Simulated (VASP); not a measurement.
These are PBE GGA, VASP's PBE PAW potentials (set 64) (plane waves; VASP 6.6.1) values and carry that method's errors.

Input for VASP

**KPOINTS**
```
Automatic mesh
0
Gamma
5 5 7
0 0 0
```

**INCAR**
```
ALGO = Normal
EDIFF = 1E-8
ENCUT = 400
GGA = PE
IBRION = 8
ISIF = 2
ISMEAR = 0
LASPH = .TRUE.
LCHARG = .FALSE.
LEPSILON = .FALSE.
LMAXMIX = 4
LREAL = .FALSE.
LWAVE = .FALSE.
NELM = 100
NSW = 1
PREC = Accurate
SIGMA = 0.2
SYSTEM = PbO2
```

### POSCAR
```
PbO2
1
    5.0628910000     0.0000000000     0.0000000000
    0.0000000000     5.0628910000     0.0000000000
    0.0000000000     0.0000000000     3.4553620000
Pb O
2 4
Direct
  0.0000000000   0.0000000000   0.0000000000
  0.5000000000   0.5000000000   0.5000000000
  0.3074300000   0.3074300000   0.0000000000
  0.6925700000   0.6925700000   0.0000000000
  0.1925700000   0.8074300000   0.5000000000
  0.8074300000   0.1925700000   0.5000000000
```

POTCAR, in this order: Pb_d O (PBE.64 set). Program: vasp_std.

Problem. What will the output report for the number of irreducible k-points (NKPTS), largest plane-wave count, number of space-group operations, FFT grid (NGX, NGY, NGZ)?

Solution. 
The number of irreducible k-points (NKPTS) comes out as 24 and the largest plane-wave count comes out as 1627. The number of space-group operations comes out as 16 and the FFT grid (NGX, NGY, NGZ) comes out as 36 × 36 × 24.

The structure comes from a computed database's PbO2 entry; how it stands against other phases isn't given here. The cell was not relaxed at this level. The run is one of a series of settings (EDIFF = 1E-8, IBRION = 8, LEPSILON = .FALSE., NSW = 1 against the base run), some of them coarse on purpose.
